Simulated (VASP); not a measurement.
Here is the system:

```
O2Si
1.0
    4.94025     0.00000     0.00000
   -2.47012     4.27838     0.00000
    0.00000     0.00000     5.45688
Si O
3 6
Direct
  0.53110   0.53110   0.00000
  0.46890   0.00000   0.33333
  0.00000   0.46890   0.66667
  0.26917   0.41270   0.78458
  0.58730   0.85647   0.11792
  0.14353   0.73083   0.45125
  0.41270   0.26917   0.21542
  0.85647   0.58730   0.88208
  0.73083   0.14353   0.54875
```

Calculation: PBEsol GGA, VASP's PBE PAW potentials (set 64) (plane waves; VASP 6.6.1). Numerical set-up: 520 eV cut-off, 5×5×4 Γ-centred mesh, Gaussian smearing of 0.050 eV, potentials Si O.

**Question.** Estimate the energy per atom (σ→0).

**Answer.** 
```json
{
  "energy per atom (σ→0)": "-8.223 eV/atom"
}
```

Only differences to runs with the same potentials and settings are physical.

The structure comes from a computed database's SiO2 entry (P3_121); how it stands against other phases isn't given here. It was relaxed first. The start is the result of an earlier pass.
